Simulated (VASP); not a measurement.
The system is PtCl4.

```
Pt Cl
1.0
     5.11535    0.00000    0.00000
     0.00000    5.11535    0.00000
     0.00000    0.00000    5.11535
Pt Cl
1 4
Direct
  0.50000 0.50000 0.50000
  0.00000 0.00000 0.00000
  0.50000 0.50000 0.00000
  0.50000 0.00000 0.50000
  0.00000 0.50000 0.50000
```

The cell was built by a generator and needn't be a form met in nature.

The cell isn't the ideal one: species swapped into the Mn4N type (Pm-3m, No. 221).

```yaml
Program: VASP 6.6.1
Task: relaxation of cell and atoms
Functional: PBE
Potentials_or_basis: VASP PAW PBE potentials, release 64 (Pt, Cl)
Cutoff: 600 eV
k_mesh: 4 × 4 × 4
Occupations: gaussian, width 0.1 eV
Spin: no spin polarisation
```

At the start: pressure -6.6 GPa; volume 26.77 Å³/atom.

How do energy, volume and symmetry change on relaxing?

Over 3 steps the energy falls by 106.2 meV/atom and the volume is 22.48 Å³/atom (-16.0 %); space group Pm-3m (No. 221, to 0.05 Å).

Step by step:
```
step  energy change (eV)  largest force (eV/Å)  pressure (GPa)  volume (Å³)
   1              0.0000                0.0000           -6.60       133.85
   2             -0.5288                0.0000           -0.65       113.61
   3             -0.5312                0.0000            0.01       112.38
```

Final structure:
```yaml
crystal:
  lattice:
    - [4.82569, 0.00000, 0.00000]
    - [0.00000, 4.82569, 0.00000]
    - [0.00000, 0.00000, 4.82569]
  atoms:
    - { symbol: Pt, position: [0.50000, 0.50000, 0.50000] }
    - { symbol: Cl, position: [0.00000, 0.00000, 0.00000] }
    - { symbol: Cl, position: [0.50000, 0.50000, 0.00000] }
    - { symbol: Cl, position: [0.50000, 0.00000, 0.50000] }
    - { symbol: Cl, position: [0.00000, 0.50000, 0.50000] }
```

Caveat: the volume moved by over 15 % at a fixed basis, so the end points are rough.
